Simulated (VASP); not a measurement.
Set up this calculation in VASP 6.6.1, as the native input.

```yaml
Task: work function
Functional: PBEsol
Potentials_or_basis: VASP PAW PBE potentials, release 64 (Os, Ru_pv)
Cutoff: 520 eV
k_mesh: 8 × 8 × 1
Occupations: fermi-dirac, width 0.05 eV
Spin: no spin polarisation
Dipole_correction: yes
Further_INCAR_settings: ALGO = Fast; EDIFF = 1e-06
```

The structure of Os4Ru3 lies in POSCAR:

```
Os4Ru3
1.0
    2.7270104592      0.0000000000      0.0000000000
   -1.3635052296      2.3616603341      0.0000000000
    0.0000000000      0.0000000000     27.9009601800
Os Ru
4 3
Direct
    0.6666666700      0.3333333400      0.2688079533
    0.6666666700      0.3333333400      0.4229359844
    0.6666666700      0.3333333400      0.5770640156
    0.6666666700      0.3333333400      0.7311920467
    0.3333333300      0.6666666600      0.3458719688
    0.3333333300      0.6666666600      0.5000000000
    0.3333333300      0.6666666600      0.6541280312
```

The input as run:

INCAR

```
ALGO = Fast
DIPOL = 0.5 0.5 0.500
EDIFF = 1E-6
ENCUT = 520
GGA = PS
IDIPOL = 3
ISIF = 2
ISMEAR = -1
LASPH = True
LCHARG = True
LDIPOL = True
LELF = True
LREAL = False
LVACPOTAV = True
LVHAR = True
LWAVE = False
NELM = 60
PREC = Accurate
SIGMA = 0.05
```

KPOINTS

```
k-points
0
Gamma
  8 8 1
```

Potentials or basis: VASP PAW PBE potentials, release 64 (Os, Ru_pv).

Launch:

```console
$ cat potpaw_PBE.64/Os/POTCAR potpaw_PBE.64/Ru_pv/POTCAR > POTCAR
$ mpirun -np 1 vasp_std > vasp.out
```

It gave:

```
Largest force                   : 1.089 eV/Å
Band gap on the k mesh          : none (metal or under the smearing width)
Work function of the upper face : 5.53 eV
Work function of the lower face : 5.53 eV
```

Caveat: the PAW data sets were made with another functional, which shifts forces and pressure a little.

Run time: 110 s on 1 thread of AMD EPYC 9R45 96-Core Processor (Zen 5), with other jobs on the host, peak memory 0.28 GiB.
